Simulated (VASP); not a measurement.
A VASP calculation is set up with these files.

KPOINTS:
```
Automatic
0
G
  6 6 6
```

INCAR:
```
PREC=Accurate
ENCUT=400   ! plane-wave cut-off (eV)
NELM=100   ! most electronic steps
ISYM=0
LCHARG=.FALSE.
LWAVE=.FALSE.
LASPH=.TRUE.
GGA=PE   ! PBE
EDIFF=1E-6   ! SCF stop (eV)
LMAXMIX=4
ISIF=2   ! forces and stress, cell fixed
SIGMA=0.05   ! width (eV)
ISMEAR=0
SYSTEM=RbCl
LREAL=.FALSE.   ! projection in real space or not
ALGO=Normal
```

**POSCAR**
```
RbCl
1.0
  0.0000000000   3.2900000000   3.2900000000
  3.2900000000   0.0000000000   3.2900000000
  3.2900000000   3.2900000000   0.0000000000
Rb Cl
1 1
direct
  0.0000000000   0.0000000000   0.0000000000
  0.5000000000   0.5000000000   0.5000000000
```

POTCAR, in this order: Rb_sv Cl (PBE.64 set). Program: vasp_std.

### Question
Write an equivalent input for Quantum ESPRESSO's pw.x.

### Answer
One equivalent input (not run):
```
&CONTROL
  calculation = 'scf'
  pseudo_dir = './pseudo'
  outdir = './out'
  tprnfor = .true.
  tstress = .true.
/
&SYSTEM
  ibrav = 0
  nat = 2
  ntyp = 2
  ecutwfc = 58
  occupations = 'smearing'
  smearing = 'gaussian'
  degauss = 0.003675
  input_dft = 'pbe'
  nosym = .true.
/
&ELECTRONS
  conv_thr = 7.3e-08
  electron_maxstep = 100
/
ATOMIC_SPECIES
  Rb 85.468 Rb.upf
  Cl 35.450 Cl.upf
CELL_PARAMETERS angstrom
     0.0000000    3.2900000    3.2900000
     3.2900000    0.0000000    3.2900000
     3.2900000    3.2900000    0.0000000
ATOMIC_POSITIONS crystal
  Rb   0.0000000  0.0000000  0.0000000
  Cl   0.5000000  0.5000000  0.5000000
K_POINTS automatic
  6 6 6 0 0 0
```
Limits of the translation: the potentials are each code's own (VASP's PAW set, PseudoDojo norm-conserving files in pw.x), so ENCUT and ecutwfc are chosen apart and not converted; conv_thr bounds pw.x's estimated SCF error, while EDIFF bounds the energy change between steps.

The compound is RbCl in the rock salt structure. The cell was not relaxed at this level. The run is one of a series of settings (ISYM = 0 against the base run), some of them coarse on purpose.
